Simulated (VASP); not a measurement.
Nb2SiO2: single point with PBE

Nb2SiO2:

```
CELL_PARAMETERS angstrom
3.01556 0.00000 0.00000
-1.50778 2.61155 0.00000
0.00000 0.00000 18.85938
ATOMIC_POSITIONS crystal
Nb 0.66667 0.33333 0.35855
Nb 0.33333 0.66667 0.64145
Nb 0.66667 0.33333 0.14145
Nb 0.33333 0.66667 0.85855
Si 0.33333 0.66667 0.25000
Si 0.66667 0.33333 0.75000
O 0.33333 0.66667 0.41911
O 0.66667 0.33333 0.58089
O 0.33333 0.66667 0.08089
O 0.66667 0.33333 0.91911
```

The cell was built by a generator and needn't be a form met in nature.

```yaml
Program: VASP 6.6.1
Task: single point
Functional: PBE
Potentials_or_basis: VASP PAW PBE potentials, release 64 (Nb_sv, Si, O)
Cutoff: 520 eV
k_mesh: 7 × 7 × 2
Occupations: gaussian, width 0.15 eV
Spin: no spin polarisation
```

```yaml
Pressure: -0.2 GPa
Largest_force: 0.024 eV/Å
Band_gap_on_the_k_mesh: none (metal or under the smearing width)
```

Forces on the atoms (eV/Å):
```
Nb   0.000  0.000  0.024
Nb   0.000  0.000 -0.024
Nb   0.000  0.000 -0.024
Nb   0.000  0.000  0.024
Si   0.000  0.000  0.000
Si   0.000  0.000  0.000
O    0.000  0.000  0.011
O    0.000  0.000 -0.011
O    0.000  0.000 -0.011
O    0.000  0.000  0.011
```

Stress tensor (GPa, compression positive):
```
-0.54  0.00  0.00
 0.00 -0.54  0.00
 0.00  0.00  0.37
```

Levels at points of the mesh, in eV from the Fermi level:
```tsv
k point	band 40	band 41	band 42	band 43	band 44	band 45
(0.00, 0.00, 0.00)	0.14	0.14	0.18	0.36	0.44	0.44
(0.00, 0.00, 0.50)	0.14	0.14	0.14	0.44	0.44	0.44
```

Run time: 28 s on 4 MPI ranks on Intel(R) Xeon(R) 6975P-C (Granite Rapids), with other jobs on the host, peak memory 0.23 GiB a rank.
